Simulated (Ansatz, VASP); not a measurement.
# ZnGaP and the dispersion correction, program beside program

The cell as given:

```
CELL_PARAMETERS angstrom
4.01594 0.00000 0.00000
-2.00797 3.47791 0.00000
0.00000 0.00000 4.40420
ATOMIC_POSITIONS crystal
Zn 0.00000 0.00000 0.50000
Ga 0.66667 0.33333 0.00000
P 0.33333 0.66667 0.50000
```

The cell comes from a database or a generator and needn't be the stable form of this composition.

Kept alike: task relaxation of cell and atoms; functional PBEsol; k mesh 8 × 8 × 6; occupations fermi-dirac, width 0.05 eV; no spin polarisation. The mesh is that of the run's cell of 3 atoms. No spin-orbit coupling.

- A: Ansatz, Ansatz PAW, made for PBE, cutoff 420 eV
- B: VASP, PBE PAW files Ga_d, P, Zn, 600 eV, made for PBE

| dispersion correction | A: volume (Å³/atom) | B: volume (Å³/atom) |
| --- | --- | --- |
| none | 19.014 | 19.054 |
| D3(BJ) | 17.992 | 18.060 |
| D4 | 18.365 | 18.416 |

Values on potentials made for another functional: all of A; all of B. Values hold for each row's relaxed cell, which stops near the pressure aimed at (zero). Ansatz's stress holds its Pulay term. Programs can differ in the three-body term of D3, and some take D4 from an outside library. For a metal such a mesh leaves the last digits unconverged.

Task: How large is the effect of the dispersion correction, and do the programs agree on it?

Result: From none to D3(BJ) the volume moves by -1.022 in A, -0.994 in B (Å³/atom). Row by row the programs differ by 0.040 to 0.068, and over this span the shifts, as printed, agree within about 3 %. Shifts from none: D3(BJ) -1.022, -0.994; D4 -0.649, -0.638; the programs' shifts differ by up to 0.028.
